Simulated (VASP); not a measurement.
# TiGa11As12 (a cell with a defect) in VASP: notebook, part 3 of 3

VASP 6.6.1. The steps go on from the part before.

## 6. Single point, PBEsol+U, collinear spin, zero start

INCAR reads:

```
PREC = Accurate
ENCUT = 350
EDIFF = 1E-5
ISMEAR = 0
SIGMA = 0.03
LREAL = Auto
LASPH = True
NELM = 120
ALGO = Normal
ISIF = 2
LWAVE = False
LCHARG = False
ISPIN = 2
MAGMOM = 0 0 0 0 0 0 0 0 0 0 0 0 0 0 0 0 0 0 0 0 0 0 0 0
LORBIT = 11
NUPDOWN = 0
LMAXMIX = 4
LDAU = True
LDAUTYPE = 2
LDAUL = 2 -1 -1
LDAUU = 5 0 0
LDAUJ = 0 0 0
LDAUPRINT = 1
GGA = PS
NBANDS = 130
NELECT = 216.0
ISYM = 0
KPAR = 2
```

KPOINTS reads:

```
Automatic mesh
0
Gamma
  2 2 2
```

POSCAR reads:

```
TiGa11As12                              
1.0
    0.0000000000      8.4805500000      8.4805500000
    5.6537000000      0.0000000000      5.6537000000
    5.6537000000      5.6537000000      0.0000000000
  Ti              Ga              As            
     1    11    12
Direct
     0.9868228933179070    0.0090710784219056    0.0044177211576692
     0.0024183149389905    0.9975509727484014    0.4985553757025024
     0.0034068648895037    0.4960147905272856    0.0034825860741101
     0.0030684555361021    0.4969748850463181    0.4959389561351072
     0.3325574193729763    0.0007516826622592    0.0041363624109914
     0.3347019198161537    0.9995499654489781    0.4989167475967642
     0.3345072282586680    0.4972546684485927    0.0022379750766228
     0.3308371507728735    0.5015771757573013    0.5036084001489104
     0.6688281017596814    0.9963898517686494    0.9985349993750104
     0.6621512873448810    0.9993148325845042    0.5091566576557633
     0.6634179549919528    0.5068821755328458    0.0005277100261394
     0.6658480692157560    0.5010646435617954    0.5021469388545736
     0.0845730795629651    0.1203346066941651    0.1237500801478724
     0.0846512897548793    0.1207295822059702    0.6261545972881183
     0.0848212211606829    0.6321609523754910    0.1196701921418601
     0.0816535366369080    0.6235856178993564    0.6282566790902024
     0.4193056402806504    0.1227899186259448    0.1240567086191674
     0.4128193160049838    0.1261829937207508    0.6308412060377442
     0.4139030838916671    0.6278483178053451    0.1281748122796229
     0.4161938929558497    0.6246864562873792    0.6270525859409490
     0.7342920948582338    0.1329296654378674    0.1352594381017364
     0.7515405824908820    0.1257605477396372    0.6246090490883061
     0.7522758011285848    0.6230888982656710    0.1268213086336105
     0.7509218010582702    0.6244087204335931    0.6255969124166337
```

Potentials or basis: VASP PAW PBE potentials, release 64 (Ti_sv, Ga_d, As).

Run with:

```console
$ cat potpaw_PBE.64/Ti_sv/POTCAR potpaw_PBE.64/Ga_d/POTCAR potpaw_PBE.64/As/POTCAR > POTCAR
$ mpirun -np 4 vasp_std > vasp.out
```

OUTCAR:

```text
PREC = Accurate
   ENCUT = 350
   EDIFF = 1E-5
   ISMEAR = 0
   LREAL = Auto
   LASPH = True
   NELM = 120
   ISIF = 2
   ISPIN = 2
   LORBIT = 11
   NUPDOWN = 0
   GGA = PS
   NELECT = 216.0
   ISYM = 0

 ion  position               nearest neighbor table
   1  0.987  0.009  0.004-  15 2.47  13 2.47  21 2.47  14 2.47
   2  0.002  0.998  0.499-  16 2.44  14 2.44  13 2.45  22 2.46
   3  0.003  0.496  0.003-  15 2.45  16 2.45  13 2.45  23 2.46
   4  0.003  0.497  0.496-  14 2.46  15 2.46  16 2.46  24 2.47
   5  0.333  0.001  0.004-  13 2.43  17 2.43  19 2.43  18 2.44
   6  0.335  1.000  0.499-  17 2.45  20 2.45  14 2.45  18 2.45
[... 16 lines left out ...]
  23  0.752  0.623  0.127-   9 2.44  12 2.45  11 2.45   3 2.46
  24  0.751  0.624  0.626-  12 2.44  11 2.45  10 2.45   4 2.47

IMPORTANT INFORMATION: All symmetrisations will be switched off!
NOSYMM: (Re-)initialisation of all symmetry stuff for point group C_1.

----------------------------------------------------------------------------------------

                                     Primitive cell

  volume of cell :     542.1501

  direct lattice vectors                    reciprocal lattice vectors
     0.000000000  8.480550000  8.480550000    -0.058958440  0.058958440  0.058958440
     5.653700000  0.000000000  5.653700000     0.088437660 -0.088437660  0.088437660
     5.653700000  5.653700000  0.000000000     0.088437660  0.088437660 -0.088437660

  length of vectors
    11.993308826  7.995539218  7.995539218     0.102119014  0.153178521  0.153178521

  position of ions in fractional coordinates (direct lattice)
     0.986822893  0.009071078  0.004417721
     0.002418315  0.997550973  0.498555376
     0.003406865  0.496014791  0.003482586
     0.003068456  0.496974885  0.495938956
     0.332557419  0.000751683  0.004136362
     0.334701920  0.999549965  0.498916748
[... 203 lines left out ...]
      4     -30.1501      1.00000
      5     -10.9873      1.00000
      6     -10.9826      1.00000
[... 973 lines left out ...]
    119       6.7599      0.00000
    120       7.0769      0.00000
 Fermi energy:         4.8231389231

 spin component 2

 k-point     1 :       0.0000    0.0000    0.0000
  band No.  band energies     occupation
      1     -53.8647      1.00000
      2     -30.2943      1.00000
      3     -30.2790      1.00000
      4     -30.0950      1.00000
      5     -10.9878      1.00000
      6     -10.9830      1.00000
[... 973 lines left out ...]
    119       6.7572      0.00000
    120       7.1354      0.00000
 [bands above 120 left out]

------------------------ aborting loop because EDIFF is reached ----------------------------------------

  FORCE on cell =-STRESS in cart. coord.  units (eV):
  Direction    XX          YY          ZZ          XY          YZ          ZX
  --------------------------------------------------------------------------------------
  -------------------------------------------------------------------------------------
  Total       15.0623725     15.1036462     15.3893772      1.0993746     -1.0797049      1.7393533
  in kB       44.5127505     44.6347237     45.4791242      3.2489031     -3.1907746      5.1401863
  external PRESSURE =      44.8755328 kB  Pullay stress =       0.0000000 kB

 VOLUME and BASIS-vectors are now :
 -----------------------------------------------------------------------------
  energy-cutoff  :      350.00
  volume of cell :      542.15
      direct lattice vectors                 reciprocal lattice vectors
     0.000000000  8.480550000  8.480550000    -0.058958440  0.058958440  0.058958440
     5.653700000  0.000000000  5.653700000     0.088437660 -0.088437660  0.088437660
     5.653700000  5.653700000  0.000000000     0.088437660  0.088437660 -0.088437660

 POSITION                                       TOTAL-FORCE (eV/Angst)
 -----------------------------------------------------------------------------------
      0.07626      8.39378      8.42009        -0.003576     -0.058215     -0.076697
      8.45854      2.83919      5.66036         0.009263     -0.005073     -0.022753
      2.82401      0.04858      2.83321         0.010577      0.024129     -0.022755
      5.61364      2.82991      2.83577         0.029357     -0.010935      0.013589
      0.02764      2.84366      2.82452        -0.010339     -0.013401     -0.018564
      8.47188      5.65918      8.48961        -0.014435      0.019546     -0.005689
[... 16 lines left out ...]
      4.23977      7.09672      9.90247        -0.012771     -0.010556     -0.005922
      7.06716      9.90517      9.89845        -0.011657     -0.017154      0.007168
 -----------------------------------------------------------------------------------
    total drift:                                0.014412      0.013193     -0.015780

  FREE ENERGIE OF THE ION-ELECTRON SYSTEM (eV)
  ---------------------------------------------------
  free  energy   TOTEN  =      -103.8842907897 eV

  energy  without entropy=     -103.8794323496  energy(sigma->0) =     -103.88186157

 total charge

# of ion       s       p       d       tot
------------------------------------------
    1        2.225   6.139   1.814  10.177
    2        0.898   0.804   9.995  11.697
    3        0.905   0.798   9.993  11.695
    4        0.908   0.786   9.991  11.685
    5        0.890   0.828   9.999  11.717
    6        0.904   0.804   9.994  11.701
[... 16 lines left out ...]
   23        1.215   1.604   0.032   2.851
   24        1.217   1.602   0.032   2.851
--------------------------------------------------
tot         26.673  34.434 112.158 173.265

 magnetization (x)

# of ion       s       p       d       tot
------------------------------------------
    1        0.001  -0.001   0.055   0.055
    2       -0.002   0.001  -0.000  -0.001
    3       -0.005  -0.001  -0.000  -0.007
    4        0.003   0.001  -0.000   0.004
    5       -0.005  -0.001  -0.000  -0.006
    6       -0.001   0.001  -0.000   0.000
[... 16 lines left out ...]
   23       -0.002  -0.002  -0.000  -0.004
   24       -0.000   0.000  -0.000   0.000
--------------------------------------------------
tot         -0.023  -0.011   0.051   0.018
```

OSZICAR:

```text
N       E                     dE             d eps       ncg     rms          rms(c)
DAV:   1     0.212326176636E+04    0.21233E+04   -0.71584E+04  4184   0.184E+03
DAV:   2     0.319989008854E+03   -0.18033E+04   -0.17525E+04  4520   0.531E+02
DAV:   3    -0.649967012757E+02   -0.38499E+03   -0.36004E+03  5184   0.185E+02
DAV:   4    -0.107598534265E+03   -0.42602E+02   -0.41199E+02  5352   0.583E+01
[... 32 lines left out ...]
DAV:  37    -0.103884661434E+03    0.48919E-02   -0.34732E-02  3982   0.312E-01    0.476E-01
DAV:  38    -0.103883197849E+03    0.14636E-02   -0.12135E-02  5280   0.220E-01    0.332E-01
DAV:  39    -0.103884128977E+03   -0.93113E-03   -0.44092E-03  4308   0.175E-01    0.288E-01
DAV:  40    -0.103884282854E+03   -0.15388E-03   -0.34272E-04  5296   0.495E-02    0.289E-01
DAV:  41    -0.103884290790E+03   -0.79355E-05   -0.10267E-05  3120   0.130E-02
   1 F= -.10388429E+03 E0= -.10388186E+03  d E =-.485844E-02  mag=    -0.0000
```

Run time: 11 min. Hardware: 4 MPI ranks of Intel Xeon 6975P-C (Granite Rapids), shared host; peak memory 0.53 GiB.

Results:

```
Free energy                                           : -103.8843 eV
Largest force                                         : 0.205 eV/Å
Net moment                                            : 0.00 μB per cell
Site moments                                          : Ti +0.06; Ga -0.00, -0.01, +0.00; As -0.00, +0.00 μB
Valence electrons inside the program's atomic spheres : Ti 10.18; Ga 11.70, 11.69, 11.72, 11.71; As 2.89, 2.88, 2.85, 2.86, 2.91
```

Forces in eV/Å, atoms in the order of the input:
```
Ti  -0.004 -0.058 -0.077
Ga   0.009 -0.005 -0.023
Ga   0.011  0.024 -0.023
Ga   0.029 -0.011  0.014
Ga  -0.010 -0.013 -0.019
Ga  -0.014  0.020 -0.006
Ga   0.020 -0.015  0.014
Ga  -0.014  0.018  0.019
Ga   0.014 -0.018 -0.044
Ga  -0.005 -0.005 -0.007
Ga   0.014  0.025  0.007
Ga   0.004 -0.009  0.006
As   0.082  0.090  0.100
As  -0.096 -0.130  0.126
As  -0.066  0.137 -0.051
As  -0.031 -0.001  0.009
As  -0.018  0.020  0.003
As   0.013  0.014  0.000
As  -0.005 -0.008  0.000
As  -0.011 -0.002  0.009
As   0.101 -0.055 -0.060
As   0.003  0.012 -0.001
As  -0.013 -0.011 -0.006
As  -0.012 -0.017  0.007
```

Eigenvalues of the final occupation matrices:
```csv
site,spin,trace,eigenvalues
site 1 d,1,0.92,0.13 0.16 0.17 0.20 0.26
site 1 d,2,0.89,0.11 0.13 0.16 0.17 0.31
```

Caveat: the k mesh is coarse (spacing up to 0.48 Å⁻¹), so the values aren't converged; the cell is charged against a uniform background, so pressure and absolute levels hang on convention; the cutoff is under 1.25 times the usual one of these potentials, so pressure, stress and relaxed cells hold a basis-set (Pulay) error; the PAW data sets were made with another functional, which shifts forces and pressure a little; the total moment is fixed, so each spin has its own Fermi level; the U is typed as a test and isn't derived for this compound.

## 7. Overview

```csv
task,spin,U,fixed moment (μB),cell,gap on the mesh (eV),moment (μB),largest force (eV/Å)
single point,"collinear, zero start",Ti d U = 3 eV,0,"Cm, 22.59 Å³/atom",-,0.00,0.36
relaxation of the atoms,"collinear, ferromagnetic start",Ti d U = 3 eV,-,atoms relaxed,none,1.75,0.03
relaxation of the atoms,"collinear, zero start",Ti d U = 3 eV,0,"atoms relaxed from: atoms moved at random, drawn with an rms of 0.05 Å",-,0.00,0.03
single point,"collinear, ferromagnetic start",Ti d U = 3 eV,-,"P1, 22.59 Å³/atom",none,0.01,0.03
single point,"collinear, zero start",Ti d U = 5 eV,0,"P1, 22.59 Å³/atom",-,0.00,0.21
```

Alike in all rows: level PBEsol+U; potentials or basis VASP PAW PBE potentials, release 64 (Ti_sv, Ga_d, As); k mesh 2 × 2 × 2; cutoff (eV) 350; smearing gaussian 0.03 eV; the mesh is coarse, so values aren't converged.

Caveats: all runs use coarse meshes; the cell is charged against a uniform background, so pressure and absolute levels hang on convention; the cutoff is under 1.25 times the usual one of these potentials, so pressure, stress and relaxed cells hold a basis-set (Pulay) error; the PAW data sets were made with another functional, which shifts forces and pressure a little; the U is typed as a test and isn't derived for this compound; the total moment is fixed, so each spin has its own Fermi level (some runs).

Total energies depend on the potentials used, so only differences within one code and one set of settings carry meaning.
